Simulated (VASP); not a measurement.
Consider the following.

```
CELL_PARAMETERS angstrom
      0.00000     2.54974     2.54974
      2.54974     0.00000     2.54974
      2.54974     2.54974     0.00000
ATOMIC_POSITIONS crystal
  Zn 0.00000 0.00000 0.00000
  Se 0.25000 0.25000 0.25000
```

All values below come from PBE GGA, VASP's PBE PAW potentials (set 64) (plane waves; VASP). Numerical set-up: 500 eV cut-off, 9×9×9 Γ-centred mesh, Gaussian smearing of 0.050 eV, potentials Zn Se.

Question: What does the run give for the energy per atom (σ→0), pressure?

Answer: 
```json
{
 "energy per atom (σ→0)": "-2.303 eV/atom",
 "pressure": "44.90 GPa"
}
```

The compound is ZnSe in the zinc blende structure. It was relaxed first under an external pressure of 45 GPa.
